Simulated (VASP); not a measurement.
Wanted: the native input for a VASP 6.6.1 run.

```yaml
Task: relaxation of cell and atoms
Functional: PBE
Potentials_or_basis: VASP PAW PBE potentials, release 64 (Li_sv, Be)
Cutoff: 600 eV
k_mesh: 8 × 8 × 8
Occupations: methfessel-paxton, width 0.2 eV
Spin: no spin polarisation
Further_INCAR_settings: ALGO = Normal; EDIFF = 1e-06; IBRION = 2; EDIFFG = -0.005; NSW = 60; ISIF = 3
```

The structure of LiBe lies in POSCAR:

```
LiBe
1.0
   -2.8111530000      0.0000000000     -2.8111530000
    0.0000000000     -2.8111530000     -2.8111530000
   -2.8111530000     -2.8111530000      0.0000000000
Li Be
2 2
Direct
    0.4893451600      0.5241696000      0.4899630700
    0.0038243500      0.0036445700      0.0063338600
    0.2540265700      0.2372696100      0.2583183600
    0.7528039200      0.7349162200      0.7453847100
```

The cell comes from a database or a generator and needn't be the stable form of this composition.

The cell isn't the ideal one: all atoms moved at random, sigma 0.05 Å a component.

The input as run:

INCAR

```
PREC     = Accurate       # precision mode
ENCUT    = 600            # plane-wave cutoff, eV
EDIFF    = 1E-6           # SCF threshold, eV
ISMEAR   = 1              # smearing method
SIGMA    = 0.2            # smearing width, eV
LREAL    = False          # projectors in reciprocal space
LASPH    = True           # aspherical terms in the spheres
NELM     = 60             # most SCF steps
ALGO     = Normal         # electronic algorithm
ISIF     = 3              # what is computed and relaxed
LWAVE    = False          # write WAVECAR
LCHARG   = False          # write CHGCAR
GGA      = PE             # functional
IBRION   = 2              # ionic algorithm
NSW      = 60             # ionic steps
EDIFFG   = -0.005         # ionic threshold
```

KPOINTS

```
Automatic mesh
0
Gamma
  8 8 8
```

Potentials or basis: VASP PAW PBE potentials, release 64 (Li_sv, Be).

Command:

```sh
$ cat potpaw_PBE.64/Li_sv/POTCAR potpaw_PBE.64/Be/POTCAR > POTCAR
$ mpirun -np 1 vasp_std > vasp.out
```

Results of the run:

```
Relaxed volume                         : 11.14 Å³/atom
Relaxed cell                           : a = 3.979 Å, b = 3.979 Å, c = 3.979 Å, α = 59.99°, β = 60.01°, γ = 59.99°
Space group after relaxing (to 0.05 Å) : Pm-3m (No. 221)
Energy gained by relaxing              : 13.4 meV/atom
Ionic steps                            : 10
Pressure after relaxing                : -0.1 GPa
Band gap on the k mesh                 : none (metal or under the smearing width)
```

Caveat: the cutoff is under 1.25 times the usual one of these potentials, so pressure, stress and relaxed cells hold a basis-set (Pulay) error.

Wall time 2.9 min on 1 thread of Intel(R) Xeon(R) 6975P-C (Granite Rapids), on a shared host, peak memory 0.27 GiB.
